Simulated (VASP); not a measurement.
Method: PBE GGA, VASP's PBE PAW potentials (set 64) (plane waves; VASP).

A VASP calculation is set up with these files.

**INCAR**
```
ALGO  =  Normal
EDIFF  =  1E-05
ENCUT  =  300
GGA  =  PE
ISIF  =  2
ISMEAR  =  0
LASPH  =  .TRUE.
LCHARG  =  .FALSE.
LMAXMIX  =  4
LREAL  =  .FALSE.
LWAVE  =  .FALSE.
NELM  =  100
PREC  =  Accurate
SIGMA  =  0.272
SYSTEM  =  CoAl
```

**KPOINTS**
```
Automatic mesh
0
Gamma
12 12 12
0 0 0
```

POSCAR:
```
CoAl
1.0
  2.8600000000   0.0000000000   0.0000000000
  0.0000000000   2.8600000000   0.0000000000
  0.0000000000   0.0000000000   2.8600000000
Al Co
1 1
Direct
  0.5058070000   0.4867210000   0.4994310000
 -0.0058070000   0.0132790000   0.0005690000
```

POTCAR, in this order: Al Co (PBE.64 set). Program: vasp_std.

What will the output report for the number of irreducible k-points (NKPTS), largest plane-wave count, number of space-group operations, FFT grid (NGX, NGY, NGZ)?

The number of irreducible k-points (NKPTS) is 868 and the largest plane-wave count is 292. The number of space-group operations is 1 and the FFT grid (NGX, NGY, NGZ) is 16 × 16 × 16.

The structure is a typed CoAl crystal. The cell was not relaxed at this level, atoms are displaced from their ideal sites. The run is one of a series of settings (EDIFF = 1E-05 against the base run), some of them coarse on purpose. The run is not spin-polarised, so no magnetic state was tried.
